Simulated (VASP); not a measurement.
Crystal: FeCu.

```
Fe Cu
1.0
     0.00000    2.16966    2.16966
     2.16966    0.00000    2.16966
     2.16966    2.16966    0.00000
Fe Cu
1 1
Direct
  0.50000 0.50000 0.50000
  0.00000 0.00000 0.00000
```

The cell was built by a generator and needn't be a form met in nature.

```yaml
Program: VASP 6.6.1
Task: relaxation of cell and atoms
Functional: RPBE
Potentials_or_basis: VASP PAW PBE potentials, release 64 (Fe, Cu)
Cutoff: 600 eV
k_mesh: 11 × 11 × 11
Occupations: methfessel-paxton, width 0.2 eV
Spin: collinear spin, ferromagnetic start
Starting_moments: "[3.0, 0.6] μB"
```

At the start: pressure 83.2 GPa; volume 10.21 Å³/atom.

**Question.** Where does the relaxation end?

**Answer.** Over 15 steps the energy falls by 828.2 meV/atom and the volume is 14.67 Å³/atom (+43.6 %); space group Fm-3m (No. 225, to 0.05 Å); moment 3.03 μB per cell.

Step by step:
```csv
step,energy change (eV),largest force (eV/Å),pressure (GPa),volume (Å³)
1,0.0000,0.0000,83.19,20.43
2,-0.9921,0.0000,-13.89,40.46
3,-1.6563,0.0000,-0.48,29.55
4,-1.6565,0.0000,0.18,29.34
5,-1.6565,0.0000,0.13,29.34
6,-1.6565,0.0000,0.18,29.34
7,-1.6565,0.0000,0.16,29.34
8,-1.6565,0.0000,0.17,29.34
9,-1.6565,0.0000,0.17,29.34
10,-1.6565,0.0000,0.17,29.34
11,-1.6565,0.0000,0.17,29.34
12,-1.6565,0.0000,0.16,29.34
13,-1.6565,0.0000,0.15,29.34
14,-1.6565,0.0000,0.12,29.34
15,-1.6565,0.0000,0.05,29.34
```

Final structure:
```yaml
crystal:
  lattice:
    - [0.00000, 2.44808, 2.44808]
    - [2.44808, 0.00000, 2.44808]
    - [2.44808, 2.44808, 0.00000]
  atoms:
    - { symbol: Fe, position: [0.50000, 0.50000, 0.50000] }
    - { symbol: Cu, position: [0.00000, 0.00000, 0.00000] }
```

Caveat: the volume moved by over 15 % at a fixed basis, so the end points are rough; the PAW data sets were made with another functional, which shifts forces and pressure a little.
